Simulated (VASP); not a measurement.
# Gd (Gadolinium): structure and properties in VASP, part 6 of 11

What structure does Gd (Gadolinium) take at this level, and what are its properties? The start is a cell from a database of measured crystal structures.

VASP 6.6.1, plane waves and PAW; the level of theory is named at each step.

Still holding for the runs below: The k-mesh is coarse for a metal.

So far. Step 6 (Magnetic order: antiferromagnetic, q = (1/2, 1/2, 0)): The energy lies +63.4 meV an atom from the first pattern. The run ends antiferromagnetic with a largest moment of 7.03 μB, and the mesh shows no gap. Step 7 (The orders side by side): The session goes on in the lowest magnetic state found: ferromagnetic. The next one lies 29.9 meV an atom higher.

## Step 8: Relaxing cell and atoms (PBEsol + U)

This step: PBEsol, DFT+U (Gd f 5 eV), spin-polarised from a ferromagnetic start; plane waves and PAW (Gd) (VASP 6.6.1).

System of this step: Gd (Gadolinium). The structure is hexagonal, space group P6_3/mmc (No. 194). The conventional cell has a = 3.636 Å, b = 3.636 Å, c = 5.783 Å, α = 90.00°, β = 90.00°, γ = 120.00°. Gd has 12 Gd at 3.57 to 3.64 Å nearest.

The start need not lie at this functional's minimum. ISIF = 3 frees volume, shape and positions, and EDIFFG sets the threshold on forces and stress at which the search stops.

INCAR reads:

```
SYSTEM = Gd
PREC = Accurate
ENCUT = 450
EDIFF = 1E-06
NELM = 150
ISMEAR = 1
SIGMA = 0.2
LREAL = .FALSE.
ALGO = Normal
GGA = PS
NBANDS = 34
ISPIN = 2
MAGMOM = 7.13 7.13
LDAU = .TRUE.
LDAUTYPE = 2
LDAUL = 3
LDAUU = 5
LDAUJ = 0
LDAUPRINT = 1
LASPH = .TRUE.
LMAXMIX = 6
AMIX = 0.2
BMIX = 1E-04
AMIX_MAG = 0.8
BMIX_MAG = 1E-04
LORBIT = 11
LWAVE = .FALSE.
LCHARG = .FALSE.
KPAR = 4
IBRION = 2
NSW = 60
ISIF = 3
EDIFFG = -0.01
```

POSCAR reads:

```
Gd
1.0
    3.6360000000      0.0000000000      0.0000000000
   -1.8180000000      3.1488683682      0.0000000000
    0.0000000000      0.0000000000      5.7826000000
Gd
2
Direct
    0.3333333333      0.6666666667      0.2500000000
    0.6666666667      0.3333333333      0.7500000000
```

KPOINTS reads:

```
Automatic mesh
0
Gamma
7 7 4
0 0 0
```

Potentials, in the order of the species: Gd (PBE family, release 64).

Command:

```console
$ mpirun -np 4 vasp_std
```

Output:

```text
[... set-up lines as in an earlier step ...]
 entering main loop
       N       E                     dE             d eps       ncg     rms          rms(c)
DAV:   1     0.260232778660E+03    0.26023E+03   -0.10718E+04  4632   0.465E+03
DAV:   2     0.426978450976E+02   -0.21753E+03   -0.18726E+03  4698   0.438E+02
DAV:   3    -0.486429328099E+01   -0.47562E+02   -0.46106E+02  5338   0.148E+02
DAV:   4    -0.126840243862E+02   -0.78197E+01   -0.77589E+01  6332   0.494E+01
DAV:   5    -0.134976064132E+02   -0.81358E+00   -0.81112E+00  6226   0.165E+01    0.549E+01
DAV:   6    -0.227281021244E+02   -0.92305E+01   -0.85114E+00  5324   0.847E+01    0.373E+01
DAV:   7    -0.234917892519E+02   -0.76369E+00   -0.18642E+00  5928   0.170E+01    0.454E+01
DAV:   8    -0.235159149618E+02   -0.24126E-01   -0.22360E-01  6154   0.246E+00    0.571E+01
DAV:   9    -0.235198138786E+02   -0.38989E-02   -0.47111E-02  5366   0.208E+00    0.345E+01
DAV:  10    -0.235292633521E+02   -0.94495E-02   -0.52777E-02  5286   0.181E+00    0.380E+00
DAV:  11    -0.235305854544E+02   -0.13221E-02   -0.59425E-03  5736   0.484E-01    0.235E+00
DAV:  12    -0.235299649984E+02    0.62046E-03   -0.98074E-04  5484   0.303E-01    0.177E+00
DAV:  13    -0.235296252511E+02    0.33975E-03   -0.79246E-04  5866   0.225E-01    0.106E+00
DAV:  14    -0.235295940185E+02    0.31233E-04   -0.37893E-04  5970   0.959E-02    0.113E-01
DAV:  15    -0.235295869699E+02    0.70486E-05   -0.57490E-05  5562   0.918E-02    0.103E-01
DAV:  16    -0.235295857244E+02    0.12455E-05   -0.45606E-06  4626   0.166E-02    0.138E-01
DAV:  17    -0.235295853456E+02    0.37874E-06   -0.59027E-07  2430   0.861E-03
   1 F= -.23529585E+02 E0= -.23530639E+02  d E =-.235296E+02  mag=    15.6502
 curvature:   0.00 expect dE= 0.000E+00 dE for cont linesearch  0.000E+00
 trial: gam= 0.00000 g(F)=  0.167E-47 g(S)=  0.400E-01 ort = 0.000E+00 (trialstep = 0.100E+01)
 search vector abs. value=  0.400E-01
 bond charge predicted
       N       E                     dE             d eps       ncg     rms          rms(c)
DAV:   1    -0.255044753792E+02   -0.19749E+01   -0.20253E+01  4862   0.468E+01    0.459E+01
DAV:   2    -0.242035748837E+02    0.13009E+01   -0.35109E+00  5332   0.318E+01    0.260E+01
DAV:   3    -0.236109370895E+02    0.59264E+00   -0.12849E+00  4538   0.178E+01    0.137E+01
DAV:   4    -0.235898021179E+02    0.21135E-01   -0.35074E-01  6296   0.466E+00    0.547E+00
DAV:   5    -0.235673823826E+02    0.22420E-01   -0.38138E-02  6140   0.119E+00    0.334E+00
DAV:   6    -0.235433784734E+02    0.24004E-01   -0.51187E-02  5796   0.225E+00    0.654E+00
DAV:   7    -0.235448315898E+02   -0.14531E-02   -0.10561E-02  5624   0.792E-01    0.386E+00
DAV:   8    -0.235447941079E+02    0.37482E-04   -0.11978E-02  5370   0.404E-01    0.157E+00
DAV:   9    -0.235442019707E+02    0.59214E-03   -0.20478E-02  6288   0.983E-01    0.130E+00
DAV:  10    -0.235442692796E+02   -0.67309E-04   -0.13942E-03  6090   0.204E-01    0.133E+00
DAV:  11    -0.235442498733E+02    0.19406E-04   -0.72016E-05  5526   0.107E-01    0.645E-01
DAV:  12    -0.235442620957E+02   -0.12222E-04   -0.27326E-05  5706   0.673E-02    0.156E-01
DAV:  13    -0.235442609424E+02    0.11534E-05   -0.73243E-06  5122   0.217E-02    0.181E-01
DAV:  14    -0.235442570444E+02    0.38979E-05   -0.75103E-06  4386   0.364E-02    0.549E-02
DAV:  15    -0.235442571673E+02   -0.12284E-06   -0.12517E-06  2568   0.165E-02
   2 F= -.23544257E+02 E0= -.23544742E+02  d E =-.146718E-01  mag=    15.6028
 trial-energy change:   -0.014672  1 .order   -0.016055   -0.040030    0.007921
 step:   0.8080(harm=  0.8348)  dis= 0.00000  next Energy=   -23.545027 (dE=-0.154E-01)
 bond charge predicted
       N       E                     dE             d eps       ncg     rms          rms(c)
DAV:   1    -0.236128679401E+02   -0.68611E-01   -0.71067E-01  4776   0.917E+00    0.180E+01
DAV:   2    -0.235725795665E+02    0.40288E-01   -0.12164E-01  5364   0.430E+00    0.717E+00
DAV:   3    -0.235492612742E+02    0.23318E-01   -0.36414E-02  4752   0.268E+00    0.406E+00
DAV:   4    -0.235460579362E+02    0.32033E-02   -0.22608E-02  6212   0.145E+00    0.341E+00
DAV:   5    -0.235466935075E+02   -0.63557E-03   -0.16543E-03  5384   0.309E-01    0.212E+00
DAV:   6    -0.235457774174E+02    0.91609E-03   -0.95377E-04  6428   0.218E-01    0.136E+00
DAV:   7    -0.235453688677E+02    0.40855E-03   -0.15650E-03  6010   0.256E-01    0.594E-01
DAV:   8    -0.235451935744E+02    0.17529E-03   -0.15819E-03  6348   0.300E-01    0.860E-02
DAV:   9    -0.235452090273E+02   -0.15453E-04   -0.14208E-04  5698   0.465E-02    0.675E-02
DAV:  10    -0.235452109145E+02   -0.18873E-05   -0.83529E-06  4392   0.159E-02    0.411E-02
DAV:  11    -0.235452122028E+02   -0.12883E-05   -0.75322E-07  2040   0.115E-02    0.218E-02
DAV:  12    -0.235452124242E+02   -0.22134E-06   -0.15468E-06  2342   0.133E-02
   3 F= -.23545212E+02 E0= -.23545818E+02  d E =-.156271E-01  mag=    15.6129
 curvature:  -0.41 expect dE=-0.412E-05 dE for cont linesearch -0.894E-06
 trial: gam= 0.00000 g(F)=  0.687E-46 g(S)=  0.101E-04 ort =-0.297E-03 (trialstep = 0.962E+00)
 search vector abs. value=  0.101E-04
 reached required accuracy - stopping structural energy minimisation
```

The job ended after 1.8 min (4 MPI ranks of Intel Xeon Platinum 8259CL at 2.50GHz (Skylake/Cascade Lake), shared host; peak memory 0.94 GiB).

Parts of OUTCAR (step 8):

```text
   NELECT =      36.0000    total number of electrons

atom =   1  type =  1  l = 3

 onsite density matrix

spin component  1

  0.9902 -0.0000  0.0000 -0.0000 -0.0000 -0.0000 -0.0000
 -0.0000  0.9894  0.0000 -0.0000 -0.0000  0.0000  0.0000
  0.0000  0.0000  0.9890 -0.0000  0.0000 -0.0000  0.0000
 -0.0000 -0.0000 -0.0000  0.9901 -0.0000  0.0000  0.0000
 -0.0000 -0.0000  0.0000 -0.0000  0.9890 -0.0000  0.0000
 -0.0000  0.0000 -0.0000  0.0000 -0.0000  0.9894  0.0000
 -0.0000  0.0000  0.0000  0.0000  0.0000  0.0000  0.9889

spin component  2

  0.0011  0.0000  0.0000  0.0000  0.0000  0.0000  0.0000
  0.0000  0.0013  0.0000 -0.0000 -0.0000  0.0000 -0.0000
  0.0000  0.0000  0.0008  0.0000 -0.0000  0.0000 -0.0000
  0.0000 -0.0000  0.0000  0.0006  0.0000  0.0000 -0.0000
  0.0000 -0.0000 -0.0000  0.0000  0.0008 -0.0000  0.0000
  0.0000  0.0000  0.0000  0.0000 -0.0000  0.0013 -0.0000
  0.0000 -0.0000 -0.0000 -0.0000  0.0000 -0.0000  0.0007

 occupancies and eigenvectors

  o =  0.0006  v =  0.0000  0.0000  0.0000  0.0000  0.0000  0.0000  0.0000 -0.0000  0.0000 -0.0000  1.0000 -0.0000 -0.0000 -0.0000      0.0000  0.0000  0.0000  0.0000  0.0000  0.0000  0.0000  0.0000  0.0000  0.0000  0.0000  0.0000  0.0000  0.0000
  o =  0.0007  v =  0.0000  0.0000  0.0000  0.0000  0.0000  0.0000  0.0000  0.0000  0.0000 -0.0000 -0.0000  0.0000  0.0000 -1.0000      0.0000  0.0000  0.0000  0.0000  0.0000  0.0000  0.0000  0.0000  0.0000  0.0000  0.0000  0.0000  0.0000  0.0000
  o =  0.0008  v =  0.0000  0.0000  0.0000  0.0000  0.0000  0.0000  0.0000 -0.0000 -0.0000  0.0026  0.0000  1.0000  0.0000  0.0000      0.0000  0.0000  0.0000  0.0000  0.0000  0.0000  0.0000  0.0000  0.0000  0.0000  0.0000  0.0000  0.0000  0.0000
  o =  0.0008  v =  0.0000  0.0000  0.0000  0.0000  0.0000  0.0000  0.0000  0.0000 -0.0000 -1.0000 -0.0000  0.0026  0.0000  0.0000      0.0000  0.0000  0.0000  0.0000  0.0000  0.0000  0.0000  0.0000  0.0000  0.0000  0.0000  0.0000  0.0000  0.0000
  o =  0.0011  v =  0.0000  0.0000  0.0000  0.0000  0.0000  0.0000  0.0000  1.0000 -0.0000  0.0000  0.0000  0.0000 -0.0000  0.0000      0.0000  0.0000  0.0000  0.0000  0.0000  0.0000  0.0000  0.0000  0.0000  0.0000  0.0000  0.0000  0.0000  0.0000
  o =  0.0013  v =  0.0000  0.0000  0.0000  0.0000  0.0000  0.0000  0.0000 -0.0000 -1.0000  0.0000  0.0000 -0.0000  0.0050 -0.0000      0.0000  0.0000  0.0000  0.0000  0.0000  0.0000  0.0000  0.0000  0.0000  0.0000  0.0000  0.0000  0.0000  0.0000
  o =  0.0013  v =  0.0000  0.0000  0.0000  0.0000  0.0000  0.0000  0.0000  0.0000  0.0050  0.0000  0.0000 -0.0000  1.0000  0.0000      0.0000  0.0000  0.0000  0.0000  0.0000  0.0000  0.0000  0.0000  0.0000  0.0000  0.0000  0.0000  0.0000  0.0000
  o =  0.9889  v = -0.0000 -0.0000  0.0000  0.0000  0.0000 -0.0000 -1.0000  0.0000  0.0000  0.0000  0.0000  0.0000  0.0000  0.0000      0.0000  0.0000  0.0000  0.0000  0.0000  0.0000  0.0000  0.0000  0.0000  0.0000  0.0000  0.0000  0.0000  0.0000
  o =  0.9890  v = -0.0000 -0.0000  0.0000  0.0000 -1.0000  0.0000 -0.0000  0.0000  0.0000  0.0000  0.0000  0.0000  0.0000  0.0000      0.0000  0.0000  0.0000  0.0000  0.0000  0.0000  0.0000  0.0000  0.0000  0.0000  0.0000  0.0000  0.0000  0.0000
  o =  0.9890  v = -0.0000  0.0000  1.0000  0.0000  0.0000  0.0000  0.0000  0.0000  0.0000  0.0000  0.0000  0.0000  0.0000  0.0000      0.0000  0.0000  0.0000  0.0000  0.0000  0.0000  0.0000  0.0000  0.0000  0.0000  0.0000  0.0000  0.0000  0.0000
  o =  0.9894  v = -0.0000  0.0925 -0.0000  0.0000 -0.0000 -0.9957  0.0000  0.0000  0.0000  0.0000  0.0000  0.0000  0.0000  0.0000      0.0000  0.0000  0.0000  0.0000  0.0000  0.0000  0.0000  0.0000  0.0000  0.0000  0.0000  0.0000  0.0000  0.0000
  o =  0.9894  v =  0.0000  0.9957 -0.0000 -0.0000 -0.0000  0.0925 -0.0000  0.0000  0.0000  0.0000  0.0000  0.0000  0.0000  0.0000      0.0000  0.0000  0.0000  0.0000  0.0000  0.0000  0.0000  0.0000  0.0000  0.0000  0.0000  0.0000  0.0000  0.0000
[...]
o =  0.0011  v =  0.0000  0.0000  0.0000  0.0000  0.0000  0.0000  0.0000  1.0000  0.0000  0.0000  0.0000  0.0000 -0.0000  0.0000      0.0000  0.0000  0.0000  0.0000  0.0000  0.0000  0.0000  0.0000  0.0000  0.0000  0.0000  0.0000  0.0000  0.0000
  o =  0.0013  v =  0.0000  0.0000  0.0000  0.0000  0.0000  0.0000  0.0000  0.0000 -1.0000 -0.0000  0.0000 -0.0000  0.0046  0.0000      0.0000  0.0000  0.0000  0.0000  0.0000  0.0000  0.0000  0.0000  0.0000  0.0000  0.0000  0.0000  0.0000  0.0000
  o =  0.0013  v =  0.0000  0.0000  0.0000  0.0000  0.0000  0.0000  0.0000 -0.0000 -0.0046 -0.0000 -0.0000 -0.0000 -1.0000 -0.0000      0.0000  0.0000  0.0000  0.0000  0.0000  0.0000  0.0000  0.0000  0.0000  0.0000  0.0000  0.0000  0.0000  0.0000
  o =  0.9889  v =  0.0000  0.0000  0.0000 -0.0000 -0.0000  0.0000  1.0000  0.0000  0.0000  0.0000  0.0000  0.0000  0.0000  0.0000      0.0000  0.0000  0.0000  0.0000  0.0000  0.0000  0.0000  0.0000  0.0000  0.0000  0.0000  0.0000  0.0000  0.0000
  o =  0.9890  v = -0.0000 -0.0000  0.0000  0.0000 -1.0000 -0.0000 -0.0000  0.0000  0.0000  0.0000  0.0000  0.0000  0.0000  0.0000      0.0000  0.0000  0.0000  0.0000  0.0000  0.0000  0.0000  0.0000  0.0000  0.0000  0.0000  0.0000  0.0000  0.0000
  o =  0.9890  v = -0.0000 -0.0000  1.0000  0.0000  0.0000  0.0000  0.0000  0.0000  0.0000  0.0000  0.0000  0.0000  0.0000  0.0000      0.0000  0.0000  0.0000  0.0000  0.0000  0.0000  0.0000  0.0000  0.0000  0.0000  0.0000  0.0000  0.0000  0.0000
  o =  0.9894  v = -0.0000 -0.0283 -0.0000  0.0000  0.0000 -0.9996  0.0000  0.0000  0.0000  0.0000  0.0000  0.0000  0.0000  0.0000      0.0000  0.0000  0.0000  0.0000  0.0000  0.0000  0.0000  0.0000  0.0000  0.0000  0.0000  0.0000  0.0000  0.0000
  o =  0.9894  v =  0.0000  0.9996  0.0000  0.0000 -0.0000 -0.0283 -0.0000  0.0000  0.0000  0.0000  0.0000  0.0000  0.0000  0.0000      0.0000  0.0000  0.0000  0.0000  0.0000  0.0000  0.0000  0.0000  0.0000  0.0000  0.0000  0.0000  0.0000  0.0000
  o =  0.9901  v = -0.0000  0.0000  0.0000 -1.0000 -0.0000 -0.0000 -0.0000  0.0000  0.0000  0.0000  0.0000  0.0000  0.0000  0.0000      0.0000  0.0000  0.0000  0.0000  0.0000  0.0000  0.0000  0.0000  0.0000  0.0000  0.0000  0.0000  0.0000  0.0000
  o =  0.9902  v =  1.0000 -0.0000  0.0000 -0.0000 -0.0000 -0.0000 -0.0000  0.0000  0.0000  0.0000  0.0000  0.0000  0.0000  0.0000      0.0000  0.0000  0.0000  0.0000  0.0000  0.0000  0.0000  0.0000  0.0000  0.0000  0.0000  0.0000  0.0000  0.0000

 E-fermi :   3.1066

 spin component 1
 k-point     1 :       0.0000    0.0000    0.0000
  band No.  band energies     occupation
    ...
     20      -4.2902      1.00000
     21      -4.2639      1.00000
     22      -4.2588      1.00000
     23      -2.1548      1.00000
     24       0.4287      1.00000
     25       4.1937     -0.00000
     26       4.3142     -0.00000
     27       4.3142     -0.00000
     28       4.4906     -0.00000
     29       4.9757     -0.00000
    ...

 k-point     2 :       0.1429   -0.0000    0.0000
  band No.  band energies     occupation
    ...
     20      -4.2971      1.00000
     21      -4.2791      1.00000
     22      -4.2709      1.00000
     23      -1.6648      1.00000
     24       0.8898      1.00000
     25       3.5170     -0.00673
     26       3.5175     -0.00667
     27       4.5024     -0.00000
     28       4.8046     -0.00000
     29       5.0859     -0.00000
    ...

  Total        0.0128639      0.0128639     -0.0094586      0.0000000      0.0000000      0.0000000
  in kB        0.3252398      0.3252398     -0.2391438      0.0000000      0.0000000      0.0000000
  external PRESSURE =       0.1371119 kB  Pullay stress =       0.0000000 kB

 POSITION                                       TOTAL-FORCE (eV/Angst)
 -----------------------------------------------------------------------------------
     -0.00000      2.06863      1.42495         0.000000      0.000000      0.000000
      1.79149      1.03432      4.27486        -0.000000     -0.000000      0.000000
 -----------------------------------------------------------------------------------
    total drift:                                0.000000     -0.000000      0.000000

  FREE ENERGIE OF THE ION-ELECTRON SYSTEM (eV)
  ---------------------------------------------------
  free  energy   TOTEN  =       -23.5452124242 eV

  energy  without entropy=      -23.5470289056  energy(sigma->0) =      -23.54581792

 reached required accuracy - stopping structural energy minimisation

 magnetization (x)
# of ion       s       p       d       f       tot
--------------------------------------------------
    1        0.005  -0.042   0.253   6.914   7.130
    2        0.005  -0.042   0.253   6.914   7.130
--------------------------------------------------
tot          0.010  -0.085   0.506  13.829  14.260

[... 8 parts as in an earlier step ...]

[... 14 further parts left out ...]
```

CONTCAR:

```
Gd
   1.00000000000000
     3.5829727779411304    0.0000000000000000    0.0000000000000000
    -1.7914863889705652    3.1029454468031599    0.0000000000000000
     0.0000000000000000   -0.0000000000000000    5.6998135724943122
  Gd
     2
Direct
     0.3333333332999970    0.6666666667000030    0.2500000000000000
     0.6666666667000030    0.3333333332999970    0.7500000000000000
```

The magnetic order is the lowest of the few collinear ones that converged above; longer or canted patterns were not tried. The run keeps the 24 symmetry operations of its start, so it cannot find a distortion of lower symmetry.

Step by step:

```
step  energy less that of the first step (eV)  largest force (eV/Å)  pressure (GPa)  volume (Å³)
   1                                   0.0000                0.0000           -1.80        66.21
   2                                  -0.0147                0.0000            0.38        62.71
   3                                  -0.0156                0.0000            0.01        63.37
```

```
conventional cell, symmetrised  before  after  change
                         a (Å)   3.636  3.583  -1.5 %
                         b (Å)   3.636  3.583  -1.5 %
                         c (Å)   5.783  5.700  -1.4 %
              volume (Å³/atom)   33.10  31.68  -4.3 %
```

Final coordinates:

```
Gd
1.0
     3.58297    0.00000    0.00000
    -1.79149    3.10295    0.00000
     0.00000    0.00000    5.69981
Gd
2
Direct
  0.33333 0.66667 0.25000
  0.66667 0.33333 0.75000
```

Numbers from this step:

* electrons: 36
* bands: 34
* irreducible k-points: 24
* symmetry operations: 24
* free energy (TOTEN): -23.55 eV
* energy at zero smearing: -23.55 eV
* Fermi energy: 3.107 eV
* pressure: 0.01371 GPa
* moment of the cell, from the last line of the log: 15.61 μB
* SCF cycles over all ionic steps: 44

Spin moment in the PAW sphere by atom:

```
atom  spin moment in the PAW sphere (μB)
 Gd1                                7.13
 Gd2                                7.13
```

It ends with forces that vanish by symmetry and a pressure of 0.01 GPa.

(Part 6 of 11 ends here.)

[Lines on the potential files, build, host, timing and source positions are cut from VASP's logs without a mark.]

[Logs are printed without paths, hosts, clocks, repeated set-up lines and the standing remarks that a program may print on its own settings, such as how far it seeks lower states.]

[Hosts, paths, dates, database ids (printed as entryN), source tags and the programs' standing remarks are cut or masked in the printed files.]

[A measured line is paired with the nearest computed mode of its activity, which favours agreement.]
